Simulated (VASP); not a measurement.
Output of a VASP run:

### OSZICAR
```
       N       E                     dE             d eps       ncg     rms          rms(c)
DAV:   1    -0.995125097539E+01   -0.99513E+01   -0.55585E-01   496   0.446E+00    0.223E+00
DAV:   2    -0.995467765877E+01   -0.34267E-02   -0.84023E-03   664   0.654E-01    0.150E+00
DAV:   3    -0.995342370591E+01    0.12540E-02   -0.69623E-04   656   0.162E-01    0.860E-01
DAV:   4    -0.995293328067E+01    0.49043E-03   -0.32028E-04   584   0.908E-02    0.469E-01
DAV:   5    -0.995275605818E+01    0.17722E-03   -0.10084E-04   584   0.542E-02    0.250E-01
DAV:   6    -0.995269047133E+01    0.65587E-04   -0.30234E-05   560   0.320E-02    0.131E-01
DAV:   7    -0.995266777296E+01    0.22698E-04   -0.95417E-06   360   0.190E-02    0.701E-02
DAV:   8    -0.995265914030E+01    0.86327E-05   -0.46939E-06   304   0.144E-02
   1 F= -.99526591E+01 E0= -.99526591E+01  d E =-.742938E-17
```

### OUTCAR
```
------------------------ aborting loop because EDIFF is reached ----------------------------------------
  volume of cell :       53.99
      direct lattice vectors                 reciprocal lattice vectors
     0.000000000  2.999880433  2.999880433    -0.166673310  0.166673310  0.166673310
     2.999880433  0.000000000  2.999880433     0.166673310 -0.166673310  0.166673310
     2.999880433  2.999880433  0.000000000     0.166673310  0.166673310 -0.166673310
  FREE ENERGIE OF THE ION-ELECTRON SYSTEM (eV)
  ---------------------------------------------------
  free  energy   TOTEN  =        -9.9526591403 eV

  energy  without entropy=       -9.9526591403  energy(sigma->0) =       -9.95265914

  exchange ACFDT corr.  =         0.00000000  see jH, gK, PRB 81, 115126
```
(Selected blocks of OUTCAR.)

**POSCAR**
```
InP
1
    0.0000000000     2.9998804333     2.9998804333
    2.9998804333     0.0000000000     2.9998804333
    2.9998804333     2.9998804333     0.0000000000
In P
1 1
Direct
  0.0000000000   0.0000000000   0.0000000000
  0.2500000000   0.2500000000   0.2500000000
```

Write an INCAR and KPOINTS that could have produced this output.

Several could match; the one computed here: the input of the run itself, HSE06 screened hybrid (exact exchange on a k-mesh reduced by 2x2x2), plane waves, VASP's PBE PAW potentials (set 64).

**INCAR**
```
SIGMA = 0.05   ! width (eV)
GGA = PE
NELM = 50
SYSTEM = InP
LHFCALC = .TRUE.
LREAL = .FALSE.
EDIFF = 1E-5
ALGO = Normal
LCHARG = .FALSE.
ENCUT = 400
LASPH = .TRUE.   ! aspherical one-centre terms
NELMIN = 4
PRECFOCK = Fast
ISMEAR = 0
ISIF = 0
HFSCREEN = 0.2   ! 1/Angstrom
PREC = Normal
NKREDX = 2
NKREDY = 2
AEXX = 0.25
LMAXMIX = 4
LWAVE = .FALSE.
ISYM = 3
NKREDZ = 2
```

**KPOINTS**
```
Automatic mesh
0
G
 8 8 8
```

POTCAR, in this order: In P (PBE.64 set). Program: vasp_std. Read from the step before: WAVECAR.

Exact exchange is summed on a reduced mesh (NKRED).

The compound is InP in the zinc blende structure. It was relaxed first, which changed the volume by +7 %. The cell's shape comes from a PBE relaxation.
